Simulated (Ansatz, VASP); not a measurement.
**Cross-check of KRb2ScF6 between VASP and Ansatz**

Aim: how closely do two programs agree when they are given the same cell, functional and k mesh? The cell is taken from a series of runs on this material, whose earlier steps may have relaxed, scaled, displaced or heated it; both programs get it as it stands.

Method: plane waves, with VASP 6.6.1 beside it; G0W0 gap at LDA, in Ansatz 0.2.0.

## Step 1: Set-up

The structure is cubic, space group Fm-3m (No. 225). Conventional cell: a = 9.019 Å, b = 9.019 Å, c = 9.019 Å, α = 90.00°, β = 90.00°, γ = 90.00°. K has 6 F at 2.53 Å nearest. Rb has 12 F at 3.20 Å nearest. Sc has 6 F at 1.98 Å nearest. Nearest to F lie 1 Sc at 1.98 Å and 1 K at 2.53 Å and 4 Rb at 3.20 Å. Farther neighbours and most contacts between anions are not listed.

Coordinates:

```cif
data_structure
_symmetry_space_group_name_H-M 'Fm-3m'
_symmetry_Int_Tables_number 225
_cell_length_a 9.0190
_cell_length_b 9.0190
_cell_length_c 9.0190
_cell_angle_alpha 90.000
_cell_angle_beta 90.000
_cell_angle_gamma 90.000
_cell_volume 733.63
loop_
_atom_site_label
_atom_site_type_symbol
_atom_site_symmetry_multiplicity
_atom_site_Wyckoff_symbol
_atom_site_fract_x
_atom_site_fract_y
_atom_site_fract_z
_atom_site_occupancy
K1 K 4 b 0.50000 0.00000 0.00000 1
Rb1 Rb 8 c 0.25000 0.75000 0.75000 1
Sc1 Sc 4 a 0.00000 0.00000 0.00000 1
F1 F 24 e 0.22000 0.00000 0.00000 1
```

## Step 2: VASP: G0W0 gap, LDA

Quasiparticle shifts depend on high empty states and on the cores, so they are the hardest test of two PAW sets.

Lines of VASP's logs that name or quote its potential files are left out, and so is its time.

The run reads the wave functions of an earlier VASP run, which isn't shown here.

INCAR

```
SYSTEM = KRb2ScF6
PREC = Accurate
ENCUT = 520
ISMEAR = 0
SIGMA = 0.01
LREAL = .FALSE.
GGA = CA
NBANDS = 193
LASPH = .TRUE.
ALGO = EVGW0
NELMGW = 1
ENCUTGW = 141.5
NOMEGA = 64
PRECFOCK = Fast
NBANDSGW = 48
LWAVE = .FALSE.
LCHARG = .FALSE.
```

POSCAR

```
KRb2ScF6
1.0
    0.0000000000      4.5095000000      4.5095000000
    4.5095000000      0.0000000000      4.5095000000
    4.5095000000      4.5095000000      0.0000000000
K Rb Sc F
1 2 1 6
Direct
    0.5000000000      0.5000000000      0.5000000000
    0.2500000000      0.2500000000      0.2500000000
    0.7500000000      0.7500000000      0.7500000000
    0.0000000000      0.0000000000      0.0000000000
    0.7800000000      0.2200000000      0.2200000000
    0.2200000000      0.7800000000      0.2200000000
    0.2200000000      0.7800000000      0.7800000000
    0.7800000000      0.2200000000      0.7800000000
    0.2200000000      0.2200000000      0.7800000000
    0.7800000000      0.7800000000      0.2200000000
```

KPOINTS

```
Automatic mesh
0
Gamma
2 2 2
0 0 0
```

Potentials, in the order of the species: K_sv_GW, Rb_sv_GW, Sc_sv_GW and F_GW (LDA family, release 64).

Run with:

```bash
$ export OMP_NUM_THREADS=3
$ mpirun -np 1 vasp_std
```

Numbers of over 12 decimals in the logs are rounded to 6 here.

The log of the run:

```text
[banner, memory and clock lines left out]
running    1 mpi-ranks, on    1 nodes
 distrk:  each k-point on    1 cores,    1 groups
 distr:  one band on    1 cores,    1 groups
 Offloading initialized ...    1 GPUs detected
 POSCAR found type information on POSCAR K RbScF
 POSCAR found :  4 types and      10 ions
|                                                                             |
|           W    W    AA    RRRRR   N    N  II  N    N   GGGG   !!!           |
|           W    W   A  A   R    R  NN   N  II  NN   N  G    G  !!!           |
|           W    W  A    A  R    R  N N  N  II  N N  N  G       !!!           |
|           W WW W  AAAAAA  RRRRR   N  N N  II  N  N N  G  GGG   !            |
|           WW  WW  A    A  R   R   N   NN  II  N   NN  G    G                |
|           W    W  A    A  R    R  N    N  II  N    N   GGGG   !!!           |
|                                                                             |
|     The default for ENCUTGWSOFT is different in this version of VASP.       |
|     please manually set ENCUTGWSOFT =141.5 in the INCAR file.               |
|                                                                             |

 LDA part: xc-table for (Slater(with rela. corr.)+CA(PZ))
 , standard interpolation
 found WAVECAR, reading the header
 POSCAR, INCAR and KPOINTS ok, starting setup
 FFT: planning ... GRIDC
 FFT: planning ... GRID_SOFT
 FFT: planning ... GRID
 reading WAVECAR
 the WAVECAR file was read successfully
 initial charge from wavefunction
 available memory per node:   1663.43 GB, setting MAXMEM to   1703351

 The Fermi energy was updated, please check that it is located mid-gap
 values below the HOMO (VB) or above the LUMO (CB) will cause erroneous energies
 E-fermi :   1.5721

 calculate exact exchange contribution
 the WAVEDER file was read successfully
energies w=
    0.000    0.000    1.149    0.000    2.295    0.000    3.437    0.000
    4.571    0.000    5.696    0.000    6.809    0.000    7.910    0.000
    8.998    0.000   10.071    0.000   11.129    0.000   12.173    0.000
   13.203    0.000   14.219    0.000   15.223    0.000   16.214    0.000
   17.196    0.000   18.168    0.000   19.132    0.000   20.091    0.000
   21.046    0.000   21.999    0.000   22.951    0.000   23.906    0.000
   24.865    0.000   25.831    0.000   26.805    0.000   27.792    0.000
   28.793    0.000   29.813    0.000   30.853    0.000   31.919    0.000
   33.013    0.000   34.141    0.000   35.306    0.000   36.515    0.000
   37.774    0.000   39.089    0.000   40.469    0.000   41.921    0.000
   43.458    0.000   45.089    0.000   46.829    0.000   48.695    0.000
   50.705    0.000   52.882    0.000   55.254    0.000   57.854    0.000
   60.721    0.000   63.907    0.000   67.474    0.000   71.500    0.000
   76.088    0.000   81.369    0.000   87.521    0.000   94.782    0.000
  103.486    0.000  114.110    0.000  127.368    0.000  144.366    0.000
  166.924    0.000  198.266    0.000  244.681    0.000  320.322    0.000
 responsefunction array rank=     725
 LDA part: xc-table for (Slater(with rela. corr.)+CA(PZ))
 , standard interpolation

 min. memory requirement per mpi rank   1403.5 MB, per node   1403.5 MB

 allocating  64 responsefunctions rank=   725
 shmem allocating  64 responsefunctions rank=   725
 response function shared by NCSHMEM nodes    1
 Doing            64  frequencies on each core in blocks of            64
NQ=   1    0.0000    0.0000    0.0000,
|.........|.........|.........|.........|.........|.........|.........|.........
 performed        153000 updates of chi_q(r,r)
 total number of BLAS operations        645.48 Gflops
NQ=   2    0.5000    0.0000    0.0000,
|.........|.........|.........|.........|.........|.........|.........|.........
 performed        399000 updates of chi_q(r,r)
 total number of BLAS operations       1610.37 Gflops
NQ=   3    0.5000    0.5000    0.0000,
|.........|.........|.........|.........|.........|.........|.........|.........
 performed        626000 updates of chi_q(r,r)
 total number of BLAS operations       2482.35 Gflops
 resolving degeneracies of screened two electron integrals

 calculate QP shifts <psi_nk| G(iteration)W_0 |psi_nk>: iteration 1
 entering main loop
```

From OUTCAR (step 2):

```text
ion  position               nearest neighbor table
   1  0.500  0.500  0.500-   5 2.53   6 2.53   7 2.53   8 2.53   9 2.53  10 2.53
   2  0.250  0.250  0.250-
   3  0.750  0.750  0.750-
   4  0.000  0.000  0.000-   5 1.98   6 1.98   7 1.98   8 1.98   9 1.98  10 1.98
   5  0.780  0.220  0.220-   4 1.98   1 2.53
   6  0.220  0.780  0.220-   4 1.98   1 2.53
   7  0.220  0.780  0.780-   4 1.98   1 2.53
   8  0.780  0.220  0.780-   4 1.98   1 2.53
   9  0.220  0.220  0.780-   4 1.98   1 2.53
  10  0.780  0.780  0.220-   4 1.98   1 2.53

  LATTYP: Found a face centered cubic cell.
 ALAT       =     9.0190000000

 Subroutine GETGRP returns: Found 48 space group operations
 (whereof 48 operations were pure point group operations)

The static configuration has the point symmetry O_h .

 Found      3 irreducible k-points:

   k-points           NKPTS =      3   k-points in BZ     NKDIM =      8   number of bands    NBANDS=    193

   dimension x,y,z NGX =    48 NGY =   48 NGZ =   48
   dimension x,y,z NGXF=    96 NGYF=   96 NGZF=   96

   ENCUT  =  520.0 eV  38.22 Ry    6.18 a.u.  11.86 11.86 11.86*2*pi/ulx,y,z

   NELECT =      80.0000    total number of electrons

  energy-cutoff  :      520.00
  volume of cell :      183.41
      direct lattice vectors                 reciprocal lattice vectors
     0.000000000  4.509500000  4.509500000    -0.110877037  0.110877037  0.110877037
     4.509500000  0.000000000  4.509500000     0.110877037 -0.110877037  0.110877037
     4.509500000  4.509500000  0.000000000     0.110877037  0.110877037 -0.110877037

 k-points in reciprocal lattice and weights: Automatic mesh
   0.00000000  0.00000000  0.00000000       0.125
   0.50000000  0.00000000  0.00000000       0.500
   0.50000000  0.50000000  0.00000000       0.375

 E-fermi :   1.5721

 QP shifts <psi_nk| G(iteration)W_0 |psi_nk>: iteration 1
 for sc-GW calculations column KS-energies equals QP-energies in previous step
 and V_xc(KS)=  KS-energies - (<T + V_ion + V_H > + <T+V_H+V_ion>^1  + <V_x>^1)
 k-point   1 :       0.0000    0.0000    0.0000
  band No.  KS-energies  QP-energies   sigma(KS)   V_xc(KS)     V^pw_x(r,r')   Z            occupation Imag(sigma)
    ...
     37      -1.7486      -3.4349     -24.6985     -22.5239     -30.0474       0.7755       2.0000       0.1885
     38      -1.5429      -3.2414     -24.5661     -22.3592     -30.0103       0.7696       2.0000       0.1951
     39      -1.5429      -3.2414     -24.5661     -22.3592     -30.0103       0.7696       2.0000       0.1951
     40      -1.5429      -3.2414     -24.5661     -22.3592     -30.0103       0.7696       2.0000       0.1951
     41       4.6871       6.5337      -6.6600      -8.7642      -3.9452       0.8776       0.0000      -0.0827
     42       5.9276       9.6710     -13.1548     -17.8048      -9.1938       0.8051       0.0000      -0.1720
     43       5.9276       9.6710     -13.1548     -17.8048      -9.1938       0.8051       0.0000      -0.1720
     44       5.9276       9.6710     -13.1548     -17.8048      -9.1938       0.8051       0.0000      -0.1720
    ...

 k-point   2 :       0.5000    0.0000    0.0000
  band No.  KS-energies  QP-energies   sigma(KS)   V_xc(KS)     V^pw_x(r,r')   Z            occupation Imag(sigma)
    ...
     37      -1.9196      -3.6198     -24.2232     -22.0140     -29.5627       0.7696       2.0000       0.1942
     38      -1.6576      -3.3735     -24.2568     -22.0271     -29.6410       0.7696       2.0000       0.1954
     39      -1.6576      -3.3735     -24.2568     -22.0271     -29.6410       0.7696       2.0000       0.1954
     40      -1.6279      -3.3437     -24.3787     -22.1485     -29.8008       0.7693       2.0000       0.1960
     41       6.0513       9.8197     -13.6173     -18.3629      -9.6098       0.7941       0.0000      -0.1794
     42       6.0513       9.8197     -13.6173     -18.3629      -9.6098       0.7941       0.0000      -0.1794
     43       6.0513       9.8197     -13.6173     -18.3629      -9.6098       0.7941       0.0000      -0.1794
     44       6.6311       8.6629      -7.8158     -10.1609      -5.2410       0.8664       0.0000      -0.0878
    ...

 k-point   3 :       0.5000    0.5000    0.0000
  band No.  KS-energies  QP-energies   sigma(KS)   V_xc(KS)     V^pw_x(r,r')   Z            occupation Imag(sigma)
    ...
     37      -1.7985      -3.4950     -24.6310     -22.4450     -29.9479       0.7761       2.0000       0.1877
     38      -1.7950      -3.5314     -23.8945     -21.6382     -29.2265       0.7695       2.0000       0.1966
     39      -1.7950      -3.5314     -23.8945     -21.6382     -29.2265       0.7695       2.0000       0.1966
     40      -1.5523      -3.2494     -24.5283     -22.3216     -29.9627       0.7691       2.0000       0.1950
     41       5.9661       9.7365     -13.0264     -17.7212      -8.9490       0.8031       0.0000      -0.1771
     42       6.1214       9.9387     -14.1726     -19.0206     -10.1830       0.7874       0.0000      -0.1837
     43       6.1214       9.9387     -14.1726     -19.0206     -10.1830       0.7874       0.0000      -0.1837
     44       6.6264       8.6756      -7.8782     -10.2432      -5.3738       0.8664       0.0000      -0.0860
    ...
```

## Step 3: Ansatz: G0W0 gap, LDA

Ansatz runs on its default PAW (the set named soft_2) files.

The same cell, functional (in two slightly different forms) and mesh now go to Ansatz, which takes its cutoff from its data sets.

input.yaml

```yaml
crystal:
  lattice:
    - [0.0, 4.5095, 4.5095]
    - [4.5095, 0.0, 4.5095]
    - [4.5095, 4.5095, 0.0]
  atoms:
    - { symbol: K, position: [0.5, 0.5, 0.5] }
    - { symbol: Rb, position: [0.25, 0.25, 0.25] }
    - { symbol: Rb, position: [0.75, 0.75, 0.75] }
    - { symbol: Sc, position: [0.0, 0.0, 0.0] }
    - { symbol: F, position: [0.78, 0.22, 0.22] }
    - { symbol: F, position: [0.22, 0.78, 0.22] }
    - { symbol: F, position: [0.22, 0.78, 0.78] }
    - { symbol: F, position: [0.78, 0.22, 0.78] }
    - { symbol: F, position: [0.22, 0.22, 0.78] }
    - { symbol: F, position: [0.78, 0.78, 0.22] }
kpoints:
  mp_grid: { grid: [2, 2, 2] }
hamiltonian:
  xc: lda
scf:
  occupations: { method: fixed }
gw:
  n_empty_bands: 153
  ecut_chi: 141.5
  qp_bands: [v2, c2]
  qp_kpoints: [[0.0, 0.0, 0.0]]
  screening: { model: contour_deformation }
```

Run with:

```bash
$ ansatz run input.yaml --threads 8 --pin off --max-ram 14745MiB --backend cpu --events-out ev --progress --plain --runs-dir out
```

The log of the run:

```text
Engine: ansatz 0.2.0, x86_64-unknown-linux-gnu
Pseudopotentials: kind: paw
Pseudopotential: K, paw, valence charge 9, recommended cutoff 420 eV (normal), K.paw.azcp
Pseudopotential: Rb, paw, valence charge 9, recommended cutoff 420 eV (normal), Rb.paw.azcp
Pseudopotential: Sc, paw, valence charge 11, recommended cutoff 420 eV (normal), Sc.paw.azcp
Pseudopotential: F, paw, valence charge 7, recommended cutoff 420 eV (normal), F.paw.azcp
Functional definition: SPW92
  exchange = slater_x
  correlation = pw_c
Crystal: 10 atoms, lattice volume = 183.407 Å³
Basis set: ecut = 420 eV, 3647 PW (Γ)
Bands: 50, of which v1, the nominal top of the filled ones, is band 40 counted from 1 (39 counted from 0)
Symmetry: 48 space group operations
Space group: Fm-3m (ITA 225), of the structure as read, at distance tolerance 5.7e-5 Å
k-points: 3 of 8
Non-local potential: K, projectors of the file, l = 0: 3, l = 1: 2, l = 2: 2
Non-local potential: Rb, projectors of the file, l = 0: 3, l = 1: 2, l = 2: 2
Non-local potential: Sc, projectors of the file, l = 0: 3, l = 1: 2, l = 2: 3, l = 3: 1
Non-local potential: F, projectors of the file, l = 0: 2, l = 1: 2, l = 2: 1
PAW form: soft (Blöchl's): semilocal exchange-correlation on the pseudo side does not see the compensation charge
PAW frozen core: K, regenerated for the run's functional, and the local potential with it (the file was generated under x = pbe(κ = 0.804, μ = 0.219515), c = pbe(β = 0.066725))
PAW frozen core: Rb, regenerated for the run's functional, and the local potential with it (the file was generated under x = pbe(κ = 0.804, μ = 0.219515), c = pbe(β = 0.066725))
PAW frozen core: Sc, regenerated for the run's functional, and the local potential with it (the file was generated under x = pbe(κ = 0.804, μ = 0.219515), c = pbe(β = 0.066725))
PAW frozen core: F, regenerated for the run's functional, and the local potential with it (the file was generated under x = pbe(κ = 0.804, μ = 0.219515), c = pbe(β = 0.066725))
PAW one-centre angular grid: K, 110 points (default); XC on 64 Gauss nodes
PAW one-centre angular grid: Rb, 110 points (default); XC on 64 Gauss nodes
PAW one-centre angular grid: Sc, 590 points (default); XC on 64 Gauss nodes
PAW one-centre angular grid: F, 110 points (default); XC on 64 Gauss nodes
Initial density: superposition of atomic densities (neutral atoms: chi_scale 0, normalization atom), corrected by the library's trained network
Initial wavefunctions: pseudopotential atomic-orbital guess
Functional: x = slater, c = lda
SCF iter   1: F=—  HF=-14705.887482 eV  |F-HF|=—  |Δ(HF+E_count)|=         —  Δρ=1.62e-2  dr2=3.54e-1  ethr=1.77e-3  ⟨swp⟩=4.7  Hψ=552  notcnv=0  defer=21
preconditioner: auto → Resta (q_TF=auto, 2.376 Å⁻¹)  ε∞=3.0  [insulator: Δε(μ)=5.945 eV  Ē_g=17.341 eV  n_scr=50 (ndim 8)  ℏωp=24.2 eV  f_vac=0.122  ε∞_Penn≈3.0]
SCF iter   2: F=—  HF=-14705.799651 eV  |F-HF|=—  |Δ(HF+E_count)|=   8.78e-2  Δρ=5.97e-3  dr2=2.74e-2  ethr=4.43e-4  ⟨swp⟩=2.0  Hψ=281  notcnv=0  defer=20
SCF iter   3: F=—  HF=-14705.792207 eV  |F-HF|=—  |Δ(HF+E_count)|=   7.44e-3  Δρ=2.00e-3  dr2=4.44e-3  ethr=3.42e-5  ⟨swp⟩=3.0  Hψ=248  notcnv=0  defer=20
SCF iter   4: F=—  HF=-14705.791113 eV  |F-HF|=—  |Δ(HF+E_count)|=   1.09e-3  Δρ=3.45e-4  dr2=1.79e-4  ethr=5.55e-6  ⟨swp⟩=3.0  Hψ=253  notcnv=0  defer=20
SCF iter   5: F=—  HF=-14705.791112 eV  |F-HF|=—  |Δ(HF+E_count)|=   9.88e-7  Δρ=5.47e-5  dr2=4.61e-6  ethr=2.24e-7  ⟨swp⟩=2.3  Hψ=254  notcnv=0  defer=17
SCF iter   6: F=—  HF=-14705.791116 eV  |F-HF|=—  |Δ(HF+E_count)|=   4.81e-6  Δρ=7.47e-6  dr2=1.16e-7  ethr=5.76e-9  ⟨swp⟩=2.3  Hψ=244  notcnv=0  defer=17
SCF iter   7: F=-14705.791116 eV  HF=-14705.791116 eV  |F-HF|=3.87e-9  |Δ(HF+E_count)|=   8.22e-8  Δρ=1.61e-6  dr2=5.13e-9  ethr=1.25e-10  ⟨swp⟩=9.3  Hψ=529  notcnv=0
SCF 1 converged in 7 iterations: F = -14705.791116 eV  dr2 = 5.13e-9
  greatest PAW one-centre occupation: 0.998 electrons in one spin orbital (limit 2), on the Sc atom at site 3 (counted from 0), in its partial waves of l = 0
NSCF: frozen V_eff on 3 k-points
G₀W₀ screening: q 1/3
[... further progress lines ...]
NSCF: frozen V_eff on 1 k-points
NSCF: frozen V_eff on 1 k-points
SCF converged after 7 iterations
Free energy (F): -14705.791116 eV
Harris-Foulkes:  -14705.791116 eV  (|F-HF|=3.87e-9)
Internal energy: -14705.791116 eV  (E = F + TS)
E sigma→0 (E₀):  -14705.791116 eV
Fermi energy:    1.130574 eV
--- Per-component energies (eV) ---
  E_band       = -673.527039
  E_kinetic    = 2135.764270
  E_local      = -6795.637186  (includes V_loc(G=0)·N_el)
  E_nonlocal   = 904.842565
  E_hartree    = 2441.505841
  E_xc         = -965.815009
  E_vxc        = -1175.410751  (∫ρ·V_xc dr)
  E_paw        = -7822.759525  (= ΣΔE_a)
  E_vpaw       = -626.111679  (= ΣTr[D̂ρ^β])
  E_aug_tail   = 0.012115  (compensation charges beyond the density's cutoff)
  E_ewald      = -4605.488640
  E_core_change = 1.784451  (= ΣΔE_core)
  E_smearing   = -0.000000  (= −TS)
  E_closure    = 0.000000  (closes the sum)
  Σ components = -14705.791116   (vs F -14705.791116, Δ=0.00e0)
--- Band table (eV) ---
  k-point 0: bands = [... 36 lower, 0.9266, 1.1306, 1.1306, 1.1306, 7.3610, 8.6167, 8.6167, 8.6167, ... 6 higher]
  k-point 1: bands = [... 36 lower, 0.7560, 1.0157, 1.0157, 1.0449, 8.7396, 8.7396, 8.7408, 9.3013, ... 6 higher]
  k-point 2: bands = [... 36 lower, 0.8769, 0.8783, 0.8783, 1.1210, 8.6555, 8.8101, 8.8101, 9.2999, ... 6 higher]
--- G₀W₀: contour deformation, 5 samples at zero and on the imaginary axis and 1 off it, 8 q-points, 153 empty bands' worth ---
  eigenvalues of the whole cell's RPA ε∞ on this k-mesh (on a slab, of 1 + 4πα/V) = 2.0854, 2.0854, 2.0854; static W/v taken at q = 0 is 0.479531
  bands read: the sum over 193 bands ends inside a degenerate multiplet in 2 slots, whose members it reads at an even weight; the widest, k=0: bands 193 to 195 (counted from 1) at 1/3 each
  `?` marks the rows in doubt; gw_qp.tsv's column doubts and the gw_qp event give each row's grounds
    ik  band        ε_KS         Σx   Σc(E_QP)       V_xc       Z   E_QP_lin       E_QP  E_QP is
     0    39      1.1306   -31.3343     6.0142   -23.6880  0.7746    -0.5355    -0.5015  root
     0    40      1.1306   -31.3343     6.0142   -23.6880  0.7746    -0.5355    -0.5015  root
     0    41      7.3610    -5.0775    -2.9986    -9.9133  0.8846     9.2179     9.1982  root
     0    42      8.6167   -10.8854    -4.9870   -19.5016  0.8148    12.4161    12.2459  root ?
```

## Step 4: Differences

Known differences besides the potentials themselves: the two LDA forms differ slightly; fixed occupations in Ansatz, narrow Gaussian smearing in VASP; the cutoff is 420 eV in Ansatz and 520 eV in VASP; VASP's log shows a relativistic correction to its local exchange, Ansatz's none; Ansatz integrates over frequency by contour deformation, VASP on a grid of NOMEGA points; Ansatz's G0W0 levels solve the quasiparticle equation, VASP's are linearised. Total energies have different zeros and are not compared.

The two programs side by side:

```csv
quantity,Ansatz,VASP,difference
G0W0 gap on the mesh (eV),9.70,9.78,-0.08
Kohn-Sham gap under it (eV),6.23,6.23,0.00
```

## Step 5: Results

```yaml
difference_in_g0w0_gap_on_the_mesh_g0w0_gap_lda: -0.075 eV
```

The difference in G0W0 gap on the mesh is -0.075 eV (G0W0 gap, LDA). How closely two codes agree says nothing of how well the functional describes the real material.

[Lines on the potential files, build, host, timing and source positions are cut from VASP's logs without a mark.]

[Logs are printed without paths, hosts, clocks, repeated set-up lines and the standing remarks that a program may print on its own settings, such as how far it seeks lower states.]

[Hosts, paths, dates, database ids (printed as entryN), source tags and the programs' standing remarks are cut or masked in the printed files.]
